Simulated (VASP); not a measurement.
OSZICAR of a VASP run on MgH$_{2}$ (rutile):

OSZICAR:
```
       N       E                     dE             d eps       ncg     rms          rms(c)
DAV:   1    -0.482416918666E+01   -0.48242E+01   -0.23827E+03  2992   0.203E+02
DAV:   2    -0.197957661204E+02   -0.14972E+02   -0.14516E+02  3712   0.502E+01
DAV:   3    -0.202384612322E+02   -0.44270E+00   -0.44150E+00  3632   0.671E+00
DAV:   4    -0.202398435247E+02   -0.13823E-02   -0.13823E-02  3288   0.397E-01
DAV:   5    -0.202398539070E+02   -0.10382E-04   -0.10382E-04  3672   0.347E-02    0.654E+00
DAV:   6    -0.192441033508E+02    0.99575E+00   -0.43392E-01  3280   0.170E+00    0.335E+00
DAV:   7    -0.188784182640E+02    0.36569E+00   -0.64486E-01  3504   0.217E+00    0.486E-01
DAV:   8    -0.188814494130E+02   -0.30311E-02   -0.15072E-02  3312   0.367E-01    0.217E-01
DAV:   9    -0.188801635566E+02    0.12859E-02   -0.13852E-03  3488   0.932E-02    0.150E-02
DAV:  10    -0.188801733321E+02   -0.97755E-05   -0.89911E-05  3480   0.295E-02    0.156E-02
DAV:  11    -0.188801705382E+02    0.27939E-05   -0.45943E-06  3376   0.524E-03    0.976E-04
DAV:  12    -0.188801705309E+02    0.72497E-08   -0.27781E-07  3456   0.169E-03
   1 F= -.18880171E+02 E0= -.18880171E+02  d E =-.106308E-13
 imaginary and real dielectric function
```

### Question
Which electronic solver shows in the log?

### Answer
It is blocked Davidson (ALGO = Normal, or the opening steps of other solvers). The INCAR had ALGO = Normal.

### Question
Can the final energy be trusted as converged?

### Answer
The run converged. It stopped with EDIFF = 1E-7, NELM = 100 (LDA (Ceperley-Alder, Perdew-Zunger), plane waves, VASP's LDA PAW potentials (set 64)).

The compound is MgH2 in the rutile structure. It was relaxed first, which changed the volume by -7 %.
